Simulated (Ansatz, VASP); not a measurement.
# Cross-check of In2Se3 between VASP and Ansatz

Aim: how closely do two programs agree when they are given the same cell, functional and k mesh? The cell is taken from a series of runs on this material, whose earlier steps may have relaxed, scaled, displaced or heated it; both programs get it as it stands.

Main program and level: Ansatz 0.2.0; plane waves, with VASP 6.6.1 beside it; single point at PBEsol, spin-orbit coupling.

## Step 1: The structure

The cell holds 5 atoms: 3 Se and 2 In. Its edges and angles: a = 3.901 Å, b = 3.902 Å, c = 36.000 Å, α = 90.0°, β = 90.0°, γ = 120.0°. It derives from In2Se3. Vacuum lies along c.

## Step 2: Ansatz: single point, PBEsol, spin-orbit coupling

Ansatz runs on its PAW fully relativistic soft_1 files.

With cell and atoms fixed, the geometry can't cause a difference; cores, projectors, grids and the points listed under the comparison can.

File input.yaml:

```yaml
crystal:
  lattice:
    - [3.9010316537, 0.0005764493, 0.0]
    - [-1.9515920352, 3.3786674895, 0.0]
    - [0.0, 0.0, 36.0]
  atoms:
    - { symbol: Se, position: [0.3357286195, 0.6691266763, 0.4114452661] }
    - { symbol: In, position: [0.6689993375, 0.3357468449, 0.4490245448] }
    - { symbol: Se, position: [0.002670878, 0.002662688, 0.5] }
    - { symbol: In, position: [0.3363424185, 0.6695785311, 0.5509754552] }
    - { symbol: Se, position: [0.6696131365, 0.3361986997, 0.5885547339] }
  periodic: [true, true, false]
kpoints:
  mp_grid: { grid: [6, 6, 1] }
  band_path:
    path:
      - [0.0, 0.0, 0.0]
      - [0.5, 0.0, 0.0]
      - [0.3333333333, 0.3333333333, 0.0]
      - [0.1, 0.0, 0.0]
    npoints: 1
hamiltonian:
  xc: pbesol
  pseudopotentials: { kind: paw_fr, azcp: { folder: soft_1 }, xc_functional: pbe }
scf:
  occupations: { method: fermi_dirac, width: 0.02 }
  n_extra_bands: 10
magnetization:
  noncollinear: true
  spin_orbit: true
output:
  eigenvalues: true
```

On the command line:

```bash
> ansatz run input.yaml --threads 4 --pin off --max-ram 17510MiB --backend cpu --events-out ev --progress --plain --runs-dir out
```

Numbers of over 12 decimals in the logs are rounded to 6 here.

The program printed:

```text
scf.n_extra_bands = 10 over 74 filled bands (N_el = 74.0): the run solves 84 bands
Engine: ansatz 0.2.0, aarch64-unknown-linux-gnu
Pseudopotentials: kind: paw_fr
Pseudopotential: Se, paw, valence charge 16, recommended cutoff 420 eV (normal), soft_1/Se.paw.azcp
Pseudopotential: In, paw, valence charge 13, recommended cutoff 420 eV (normal), soft_1/In.paw.azcp
Functional definition: PBEsol
  exchange = pbesol_x
  correlation = pbesol_c
non-collinear run that drives no moment, with spin-orbit: no starting moment large enough to seed its density (crystal.atoms[].spin), no starting occupations that ask for one, no magnetisation constraint and no magnetic field, so the semilocal B_xc is pinned to zero
Crystal: 5 atoms, lattice volume = 474.531 Å³
Basis set: ecut = 420 eV, 9401 PW (Γ)
Bands: 84, of which v1, the nominal top of the filled ones, is band 74 counted from 1 (73 counted from 0)
Symmetry: 2 space group operations + 2 with time reversal
Magnetic group: BNS 2.5 (UNI 5), of the structure as read, at distance tolerance 7.8e-5 Å
k-points: 20 of 36
Projection manifold: j_resolved (fully-relativistic pseudo-atomic orbitals)
Non-local potential: Se, projectors of the file, resolved by j, l = 0: 2, l = 1: 4, l = 2: 6, l = 3: 2
Non-local potential: In, projectors of the file, resolved by j, l = 0: 2, l = 1: 4, l = 2: 4, l = 3: 2
PAW form: soft (Blöchl's): semilocal exchange-correlation on the pseudo side does not see the compensation charge
PAW frozen core: Se, regenerated for the run's functional, and the local potential with it (the file was generated under x = pbe(κ = 0.804, μ = 0.219515), c = pbe(β = 0.066725))
PAW frozen core: In, regenerated for the run's functional, and the local potential with it (the file was generated under x = pbe(κ = 0.804, μ = 0.219515), c = pbe(β = 0.066725))
PAW one-centre angular grid: Se, 590 points (default); XC on 64 Gauss nodes
PAW one-centre angular grid: In, 590 points (default); XC on 64 Gauss nodes
Initial density: superposition of atomic densities (neutral atoms: chi_scale 0, normalization atom)
Initial wavefunctions: pseudopotential atomic-orbital guess
Functional: x = pbesol(κ = 0.804, μ = 0.123457), c = pbesol(β = 0.046)
iter 1 solved again at ethr=3.07e-3 eV; its pass at ethr=3.10e-3 eV (dr2=2.27e0 eV) is discarded
SCF iter   1: F=—  HF=-27330.811675 eV  |F-HF|=—  |Δ(HF+E_count)|=         —  Δρ=1.63e-2  dr2=2.27e0  dr2_m=0.00e0 (ungated)  ethr=3.07e-3  |M|=0.00e0 ∫|m|=0.00e0 μB  |m|>n=0.0e0 m-floor=0.0e0 τ_xc=0.0e0  β_m=0.30  ⟨swp⟩=1.0  Hψ=6199  notcnv=0
preconditioner: auto → Resta (q_TF=auto, 2.002 Å⁻¹)  ε∞=1.8  [insulator: Δε(μ)=0.823 eV  Ē_g=12.616 eV  σ=0.020 eV  W_gap=1.00  n_scr=76 (ndim 8)  ℏωp=11.3 eV  f_vac=0.722  D(μ)=0.00/eV (n_scr^D=0)  ε∞_Penn≈1.8  vacuum switching on, ρ_ref=1.2e-2 e/Å³]
spin=Noncollinear: Resta preconditioning applied to the charge; magnetization (m_x, m_y, m_z) channels mix plain (no charge-response kernel on spin).
SCF iter   2: F=—  HF=-27330.245257 eV  |F-HF|=—  |Δ(HF+E_count)|=   5.66e-1  Δρ=9.91e-3  dr2=6.05e-1  dr2_m=0.00e0 (ungated)  ethr=3.06e-3  |M|=0.00e0 ∫|m|=0.00e0 μB  |m|>n=0.0e0 m-floor=0.0e0 τ_xc=0.0e0  β_m=0.43  ⟨swp⟩=3.5  Hψ=1142  notcnv=0  defer=2
SCF iter   3: F=—  HF=-27330.135626 eV  |F-HF|=—  |Δ(HF+E_count)|=   1.10e-1  Δρ=5.14e-3  dr2=1.53e-1  dr2_m=0.00e0 (ungated)  ethr=8.17e-4  |M|=0.00e0 ∫|m|=0.00e0 μB  |m|>n=0.0e0 m-floor=0.0e0 τ_xc=0.0e0  β_m=0.42  ⟨swp⟩=3.0  Hψ=1608  notcnv=0  defer=106
SCF iter   4: F=—  HF=-27330.112440 eV  |F-HF|=—  |Δ(HF+E_count)|=   2.32e-2  Δρ=2.54e-3  dr2=1.85e-2  dr2_m=0.00e0 (ungated)  ethr=2.06e-4  |M|=0.00e0 ∫|m|=0.00e0 μB  |m|>n=0.0e0 m-floor=0.0e0 τ_xc=0.0e0  β_m=0.57  ⟨swp⟩=3.0  Hψ=1313  notcnv=0  defer=106
SCF iter   5: F=—  HF=-27330.112399 eV  |F-HF|=—  |Δ(HF+E_count)|=   4.14e-5  Δρ=4.75e-4  dr2=1.75e-3  dr2_m=0.00e0 (ungated)  ethr=2.50e-5  |M|=0.00e0 ∫|m|=0.00e0 μB  |m|>n=0.0e0 m-floor=0.0e0 τ_xc=0.0e0  β_m=0.56  ⟨swp⟩=2.9  Hψ=1696  notcnv=0  defer=106
SCF iter   6: F=—  HF=-27330.111951 eV  |F-HF|=—  |Δ(HF+E_count)|=   4.48e-4  Δρ=1.53e-4  dr2=6.75e-5  dr2_m=0.00e0 (ungated)  ethr=2.37e-6  |M|=0.00e0 ∫|m|=0.00e0 μB  |m|>n=0.0e0 m-floor=0.0e0 τ_xc=0.0e0  β_m=0.69  ⟨swp⟩=2.8  Hψ=1462  notcnv=0  defer=106
SCF iter   7: F=—  HF=-27330.112088 eV  |F-HF|=—  |Δ(HF+E_count)|=   1.38e-4  Δρ=3.57e-5  dr2=5.14e-6  dr2_m=0.00e0 (ungated)  ethr=9.12e-8  |M|=0.00e0 ∫|m|=0.00e0 μB  |m|>n=0.0e0 m-floor=0.0e0 τ_xc=0.0e0  β_m=0.66  ⟨swp⟩=3.0  Hψ=1702  notcnv=0  defer=106
SCF iter   8: F=—  HF=-27330.112090 eV  |F-HF|=—  |Δ(HF+E_count)|=   1.42e-6  Δρ=1.45e-5  dr2=8.85e-7  dr2_m=0.00e0 (ungated)  ethr=6.95e-9  |M|=0.00e0 ∫|m|=0.00e0 μB  |m|>n=0.0e0 m-floor=0.0e0 τ_xc=0.0e0  β_m=0.78  ⟨swp⟩=3.0  Hψ=1676  notcnv=0  defer=106
SCF iter   9: F=-27330.112091 eV  HF=-27330.112091 eV  |F-HF|=6.08e-8  |Δ(HF+E_count)|=   9.01e-7  Δρ=2.34e-6  dr2=4.19e-8  dr2_m=0.00e0 (ungated)  ethr=1.35e-10  |M|=0.00e0 ∫|m|=0.00e0 μB  |m|>n=0.0e0 m-floor=0.0e0 τ_xc=0.0e0  ⟨swp⟩=15.2  Hψ=4563  notcnv=0
SCF 1 converged in 9 iterations: F = -27330.112091 eV  dr2 = 4.19e-8
  greatest PAW one-centre occupation: 0.999 electrons in one spin orbital (limit 2), on the Se atom at site 4 (counted from 0), in its partial waves of l = 2
NSCF: frozen V_eff on 4 k-points
SCF converged after 9 iterations
Magnetization: |M| = 0.0000 μB,  M = (+0.0000, +0.0000, +0.0000) μB
Absolute magnetization: 0.0000 μB (∫|m|)
  site 0: m = (+0.0000, +0.0000, +0.0000) μB, |m| = 0.0000 μB  (R = 1.08 Å)
  site 1: m = (+0.0000, +0.0000, +0.0000) μB, |m| = 0.0000 μB  (R = 1.08 Å)
  site 2: m = (+0.0000, +0.0000, +0.0000) μB, |m| = 0.0000 μB  (R = 1.20 Å)
  site 3: m = (+0.0000, +0.0000, +0.0000) μB, |m| = 0.0000 μB  (R = 1.08 Å)
  site 4: m = (+0.0000, +0.0000, +0.0000) μB, |m| = 0.0000 μB  (R = 1.08 Å)
Free energy (F): -27330.112091 eV
Harris-Foulkes:  -27330.112091 eV  (|F-HF|=6.08e-8)
Internal energy: -27330.112048 eV  (E = F + TS)
E sigma→0 (E₀):  -27330.112069 eV
Entropy (-TS):   -0.000043 eV (-0.009 meV/atom)
Fermi energy:    -5.886331 eV
--- Per-component energies (eV) ---
  E_band       = -2242.625485
  E_kinetic    = 772.415827
  E_local      = -244119.462855  (includes V_loc(G=0)·N_el)
  E_nonlocal   = -397.945042
  E_hartree    = 121540.341156
  E_xc         = -536.149279
  E_vxc        = -449.276481  (∫ρ·V_xc dr)
  E_paw        = -14544.369476  (= ΣΔE_a)
  E_vpaw       = -1128.991082  (= ΣTr[D̂ρ^β])
  E_aug_tail   = -0.000837  (compensation charges beyond the density's cutoff)
  E_ewald      = 109951.544651
  E_core_change = 3.513808  (= ΣΔE_core)
  E_smearing   = -0.000043  (= −TS)
  E_closure    = -0.000000  (closes the sum)
  Σ components = -27330.112091   (vs F -27330.112091, Δ=0.00e0)
--- Band table (eV; the first three rows and the last of 20) ---
  k-point 0: bands = [... 70 lower, -6.0935, -6.0935, -6.0067, -6.0067, -4.5295, -4.5295, -3.1484, -3.1484, ... 6 higher]
  k-point 1: bands = [... 70 lower, -6.5059, -6.5059, -6.1175, -6.1175, -3.5437, -3.5437, -3.2508, -3.2508, ... 6 higher]
  k-point 2: bands = [... 70 lower, -6.5975, -6.5975, -6.2471, -6.2471, -5.0819, -5.0819, -2.9792, -2.9792, ... 6 higher]
  k-point 19: bands = [... 70 lower, -6.5823, -6.5823, -6.3037, -6.3037, -5.7444, -5.7444, -3.2807, -3.2807, ... 6 higher]
```

## Step 3: VASP: single point, PBEsol, spin-orbit coupling

The same cell, functional, mesh and smearing now go to VASP, with its own data sets.

Lines of VASP's logs that name or quote its potential files are left out, and so is its time.

File INCAR:

```
SYSTEM = In2Se3
PREC = Accurate
ENCUT = 400
EDIFF = 1E-06
NELM = 200
ISMEAR = -1
SIGMA = 0.02
LREAL = .FALSE.
ALGO = Normal
GGA = PS
LNONCOLLINEAR = .TRUE.
MAGMOM = 0 0 0 0 0 0 0 0 0 0 0 0 0 0 0
NBANDS = 56
GGA_COMPAT = .FALSE.
LASPH = .TRUE.
LSORBIT = .TRUE.
LORBIT = 11
LWAVE = .FALSE.
LCHARG = .FALSE.
ISIF = 2
LDIPOL = .TRUE.
IDIPOL = 3
DIPOL = 0.5 0.5 0.5
LVHAR = .TRUE.
EFERMI = MIDGAP
NELMDL = -8
KPAR = 2
```

File POSCAR:

```
In2Se3
1.0
    3.9010316537      0.0005764493      0.0000000000
   -1.9515920352      3.3786674895      0.0000000000
    0.0000000000      0.0000000000     36.0000000000
Se In
3 2
Direct
    0.3357286195      0.6691266763      0.4114452661
    0.0026708780      0.0026626880      0.5000000000
    0.6696131365      0.3361986997      0.5885547339
    0.6689993375      0.3357468449      0.4490245448
    0.3363424185      0.6695785311      0.5509754552
```

File KPOINTS:

```
Automatic mesh
0
Gamma
6 6 1
0 0 0
```

The projector-augmented-wave data sets are Se and In_d (PBE family, release 64).

On the command line:

```bash
> mpirun -np 2 vasp_ncl
```

The program printed:

```text
[banner, memory and clock lines left out]
running    2 mpi-ranks, on    1 nodes
 distrk:  each k-point on    1 cores,    2 groups
 distr:  one band on    1 cores,    1 groups

 POSCAR found type information on POSCAR SeIn
 POSCAR found :  2 types and       5 ions
|                                                                             |
|               ----> ADVICE to this user running VASP <----                  |
|                                                                             |
|     You enforced a specific xc type in the INCAR file but a different       |
|     [... a line on the potential file left out ...]
|     I HOPE YOU KNOW WHAT YOU ARE DOING!                                     |
|                                                                             |

 LDA part: xc-table for (Slater+PW92), standard interpolation
 POSCAR, INCAR and KPOINTS ok, starting setup
 FFT: planning ... GRIDC
 FFT: planning ... GRID_SOFT
 FFT: planning ... GRID
 WAVECAR not read
 entering main loop
       N       E                     dE             d eps       ncg     rms          rms(c)
DAV:   1     0.344214318718E+03    0.34421E+03   -0.15198E+04  2752   0.101E+03
DAV:   2     0.247594563159E+02   -0.31945E+03   -0.31396E+03  2824   0.280E+02
DAV:   3    -0.186059997325E+02   -0.43365E+02   -0.42847E+02  2768   0.135E+02
DAV:   4    -0.206087173063E+02   -0.20027E+01   -0.19971E+01  2808   0.326E+01
DAV:   5    -0.206714879382E+02   -0.62771E-01   -0.62728E-01  2888   0.551E+00
DAV:   6    -0.206749286919E+02   -0.34408E-02   -0.34406E-02  3632   0.115E+00
DAV:   7    -0.206749790795E+02   -0.50388E-04   -0.50386E-04  3448   0.131E-01
DAV:   8    -0.206749810849E+02   -0.20054E-05   -0.20049E-05  3248   0.253E-02    0.750E+00
DAV:   9    -0.200046775505E+02    0.67030E+00   -0.11337E+00  3008   0.240E+01    0.457E+00
DAV:  10    -0.199575396879E+02    0.47138E-01   -0.74677E-01  3472   0.804E+00    0.127E+00
DAV:  11    -0.199530195018E+02    0.45202E-02   -0.84927E-02  3192   0.330E+00    0.848E-01
DAV:  12    -0.199510546902E+02    0.19648E-02   -0.14951E-02  3352   0.134E+00    0.444E-01
DAV:  13    -0.199507512187E+02    0.30347E-03   -0.30541E-03  3496   0.693E-01    0.146E-01
DAV:  14    -0.199507309166E+02    0.20302E-04   -0.36694E-04  3120   0.177E-01    0.656E-02
[...]
DAV:  21    -0.199508564880E+02   -0.45451E-04   -0.17534E-06  2048   0.613E-03    0.242E-03
DAV:  22    -0.199508807366E+02   -0.24249E-04   -0.45465E-07  1864   0.267E-03    0.105E-03
DAV:  23    -0.199509011987E+02   -0.20462E-04   -0.40389E-07  1832   0.210E-03    0.160E-03
DAV:  24    -0.199509118583E+02   -0.10660E-04   -0.16865E-07  1704   0.169E-03    0.317E-04
DAV:  25    -0.199509151385E+02   -0.32801E-05   -0.99662E-08  1728   0.152E-03    0.276E-04
DAV:  26    -0.199509167584E+02   -0.16199E-05   -0.17661E-08  1584   0.775E-04    0.216E-04
DAV:  27    -0.199509186534E+02   -0.18950E-05   -0.44068E-08  1608   0.680E-04    0.190E-04
DAV:  28    -0.199509193852E+02   -0.73176E-06   -0.15757E-08  1584   0.660E-04
   1 F= -.19950919E+02 E0= -.19950890E+02  d E =-.590039E-04  mag=    -0.0000    -0.0000    -0.0000
```

OUTCAR, selected parts (step 3):

```text
ion  position               nearest neighbor table
   1  0.336  0.669  0.411-   4 2.63   4 2.63   4 2.63
   2  0.003  0.003  0.500-   4 2.90   5 2.90   5 2.91   4 2.91   4 2.91   5 2.91
   3  0.670  0.336  0.589-   5 2.63   5 2.63   5 2.63
   4  0.669  0.336  0.449-   1 2.63   1 2.63   1 2.63   2 2.90   2 2.91   2 2.91
   5  0.336  0.670  0.551-   3 2.63   3 2.63   3 2.63   2 2.90   2 2.91   2 2.91

  LATTYP: Found a simple monoclinic cell.
 ALAT       =     3.9010316963
 B/A-ratio  =     9.2283279919
 C/A-ratio  =     1.0000511264
 COS(beta)  =    -0.4998265603

 Subroutine GETGRP returns: Found  2 space group operations
 (whereof  1 operations were pure point group operations)

The static configuration has the point symmetry C_1 .
 The point group associated with its full space group is S_2 .

 Found     20 irreducible k-points:

   k-points           NKPTS =     20   k-points in BZ     NKDIM =     20   number of bands    NBANDS=     56

   dimension x,y,z NGX =    28 NGY =   28 NGZ =  240
   dimension x,y,z NGXF=    56 NGYF=   56 NGZF=  480

   ENCUT  =  400.0 eV  29.40 Ry    5.42 a.u.   6.36  6.36 58.71*2*pi/ulx,y,z

   NELECT =      44.0000    total number of electrons

 k-points in reciprocal lattice and weights: Automatic mesh
   0.00000000  0.00000000  0.00000000       0.028
   0.16666667  0.00000000  0.00000000       0.056
   0.33333333  0.00000000  0.00000000       0.056
   0.50000000  0.00000000  0.00000000       0.028
  -0.00000000  0.16666667  0.00000000       0.056
   0.16666667  0.16666667  0.00000000       0.056
   0.33333333  0.16666667  0.00000000       0.056
   0.50000000  0.16666667  0.00000000       0.056
  -0.33333333  0.16666667  0.00000000       0.056
[...]
0.33333333  0.50000000  0.00000000       0.056
   0.50000000  0.50000000  0.00000000       0.028

 dipolmoment           0.000000      0.000000     -0.000000 electrons x Angstroem

 average (electrostatic) potential at core
       1 -60.4336       2 -60.7759       3 -60.4336       4-103.7965       5-103.7965

 E-fermi :  -3.1957

 k-point     1 :       0.0000    0.0000    0.0000
  band No.  band energies     occupation
    ...
     40      -3.5618      1.00000
     41      -3.3944      0.99995
     42      -3.3944      0.99995
     43      -3.3085      0.99648
     44      -3.3085      0.99648
     45      -1.8396      0.00000
     46      -1.8396      0.00000
     47      -0.4465      0.00000
     48      -0.4465      0.00000
     49      -0.2307      0.00000
    ...

 k-point     2 :       0.1667    0.0000    0.0000
  band No.  band energies     occupation
    ...
     40      -4.0623      1.00000
     41      -3.8081      1.00000
     42      -3.8081      1.00000
     43      -3.4207      0.99999
     44      -3.4207      0.99999
     45      -0.8522      0.00000
     46      -0.8522      0.00000
     47      -0.5614      0.00000
     48      -0.5614      0.00000
     49       0.8967      0.00000
    ...

 k-point     3 :       0.3333    0.0000    0.0000
  band No.  band energies     occupation
    ...
     40      -4.4292      1.00000
     41      -3.8988      1.00000
     42      -3.8988      1.00000
     43      -3.5525      1.00000
     44      -3.5525      1.00000
     45      -2.3995      0.00000
     46      -2.3995      0.00000
     47      -0.2854      0.00000
     48      -0.2854      0.00000
     49       0.5711      0.00000
    ...

  Total        1.3521336      1.3451848      0.7395244      0.0035672     -0.0034359     -0.0034351
  in kB        4.5652617      4.5418005      2.4968853      0.0120440     -0.0116008     -0.0115981
  external PRESSURE =       3.8679825 kB  Pullay stress =       0.0000000 kB

  energy-cutoff  :      400.00
  volume of cell :      474.53
      direct lattice vectors                 reciprocal lattice vectors
     3.901031654  0.000576449  0.000000000     0.256320569  0.148056351  0.000000000
    -1.951592035  3.378667490  0.000000000    -0.000043732  0.295949411  0.000000000
     0.000000000  0.000000000 36.000000000     0.000000000  0.000000000  0.027777778

 POSITION                                       TOTAL-FORCE (eV/Angst)
 -----------------------------------------------------------------------------------
      0.00383      2.26095     14.81203         0.000085      0.000067     -0.093494
      0.00522      0.00900     18.00000         0.000000      0.000000      0.000000
      1.95606      1.13629     21.18797        -0.000085     -0.000067      0.093494
      1.95455      1.13476     16.16488         0.000740      0.000879     -0.054498
      0.00534      2.26248     19.83512        -0.000740     -0.000879      0.054498
 -----------------------------------------------------------------------------------
    total drift:                               -0.000009     -0.000015     -0.000002

  FREE ENERGIE OF THE ION-ELECTRON SYSTEM (eV)
  ---------------------------------------------------
  free  energy   TOTEN  =       -19.9509193852 eV

  energy  without entropy=      -19.9508603813  energy(sigma->0) =      -19.95088988

 vacuum level on the upper side and lower side of the slab         2.697         2.697

 Spin-Orbit-Coupling matrix elements
 Ion:    1  E_soc:     -0.0433625
 Ion:    2  E_soc:     -0.0416922
 Ion:    3  E_soc:     -0.0433625
 Ion:    4  E_soc:     -0.0675436
 Ion:    5  E_soc:     -0.0675436

 total charge
# of ion       s       p       d       tot
------------------------------------------
    1        1.475   2.343   0.024   3.841
    2        1.469   2.345   0.023   3.837
    3        1.475   2.343   0.024   3.841
    4        0.782   0.637   9.930  11.349
    5        0.782   0.637   9.930  11.349
--------------------------------------------------
tot          5.984   8.304  19.930  34.218

 magnetization (x)
# of ion       s       p       d       tot
------------------------------------------
    1        0.000  -0.000   0.000  -0.000
    2       -0.000   0.000   0.000   0.000
    3        0.000  -0.000   0.000  -0.000
    4        0.000   0.000   0.000   0.000
    5        0.000   0.000   0.000   0.000
--------------------------------------------------
tot          0.000  -0.000   0.000  -0.000

 magnetization (y)
# of ion       s       p       d       tot
------------------------------------------
    1       -0.000  -0.000   0.000  -0.000
    2        0.000   0.000   0.000   0.000
    3       -0.000  -0.000   0.000  -0.000
    4        0.000   0.000   0.000   0.000
    5        0.000   0.000   0.000   0.000
--------------------------------------------------
tot          0.000  -0.000   0.000   0.000

 magnetization (z)
# of ion       s       p       d       tot
------------------------------------------
    1        0.000   0.000  -0.000   0.000
    2        0.000  -0.000  -0.000  -0.000
    3        0.000   0.000  -0.000   0.000
    4       -0.000  -0.000   0.000  -0.000
    5       -0.000  -0.000   0.000  -0.000
--------------------------------------------------
tot         -0.000   0.000   0.000   0.000

[... 3 further parts left out ...]
```

## Step 4: Side by side

Known differences besides the potentials themselves: spin-orbit coupling enters by fully relativistic files in Ansatz and inside the spheres in VASP; Ansatz cuts the interaction across the vacuum, VASP repeats the sheet with a dipole correction; the data sets hold 74 valence electrons in Ansatz (on its PAW fully relativistic soft_1 files) and 44 in VASP; the cutoff is 420 eV in Ansatz and 400 eV in VASP; Ansatz makes its cores anew for this functional, VASP keeps those of its PBE data sets. Total energies have different zeros and are not compared.

The two programs side by side:

| quantity | Ansatz | VASP | difference |
| --- | --- | --- | --- |
| gap on the k mesh (eV) | 0.261 | 0.246 | +0.015 |

A gap on the mesh is an upper bound, since the band edges may lie between its points. With vacuum in the cell, a pressure given here is an average over mostly empty space and none of the material.

## Step 5: What came out

```yaml
difference_in_gap_on_the_k_mesh_single_point_pbesol_spin_orbit_coupling: 0.015 eV
```

What this shows: The difference in gap on the k mesh is 0.015 eV (single point, PBEsol, spin-orbit coupling), within the 0.08 eV picked in this series as the mark of a large difference. The data sets hold unlike numbers of valence electrons (74 in Ansatz and 44 in VASP), so part of the differences comes from the potentials. How closely two codes agree says nothing of how well the functional describes the real material.

[Lines on the potential files, build, host, timing and source positions are cut from VASP's logs without a mark.]

[Logs are printed without paths, hosts, clocks, repeated set-up lines and the standing remarks that a program may print on its own settings, such as how far it seeks lower states.]

[Hosts, paths, dates, database ids (printed as entryN), source tags and the programs' standing remarks are cut or masked in the printed files.]
